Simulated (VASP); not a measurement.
Input:

```
HfO2
1.0
    0.00000     2.51007     2.51007
    2.51007     0.00000     2.51007
    2.51007     2.51007     0.00000
Hf O
1 2
Direct
  0.00000   0.00000   0.00000
  0.75000   0.75000   0.75000
  0.25000   0.25000   0.25000
```

The numbers are results of PBEsol GGA, VASP's PBE PAW potentials (set 64) (plane waves; VASP), not measurements. Settings: 520 eV cut-off, Gaussian smearing of 0.050 eV, potentials Hf_pv O.

Unless said otherwise, spin-orbit coupling is left out, though it shifts the bands of the heavy elements here.

Question: Give the energies of bands 6 to 14 at the high-symmetry points, in eV from the valence-band maximum.

Answer: 
```json
[
 {"band": "6", "Γ": "-5.59", "X": "-6.76", "U": "-6.07", "L": "-4.52", "W": "-5.51"},
 {"band": "7", "Γ": "-5.59", "X": "-3.57", "U": "-4.18", "L": "-4.52", "W": "-5.28"},
 {"band": "8", "Γ": "-5.59", "X": "-3.57", "U": "-3.47", "L": "-3.13", "W": "-2.65"},
 {"band": "9", "Γ": "-0.63", "X": "-1.60", "U": "-2.35", "L": "-2.84", "W": "-2.65"},
 {"band": "10", "Γ": "-0.63", "X": "-1.60", "U": "-1.35", "L": "-1.89", "W": "-1.45"},
 {"band": "11", "Γ": "-0.63", "X": "0.00", "U": "-0.35", "L": "-1.89", "W": "-0.22"},
 {"band": "12", "Γ": "3.85", "X": "3.75", "U": "4.32", "L": "4.63", "W": "4.85"},
 {"band": "13", "Γ": "3.85", "X": "5.59", "U": "5.51", "L": "4.63", "W": "5.21"},
 {"band": "14", "Γ": "5.88", "X": "6.87", "U": "7.14", "L": "7.24", "W": "7.30"}
]
```

The gap is direct, 3.75 eV, from the valence maximum at X to the conduction minimum at X.

The structure comes from a computed database's HfO2 entry (Fm-3m); how it stands against other phases isn't given here. It was relaxed first.
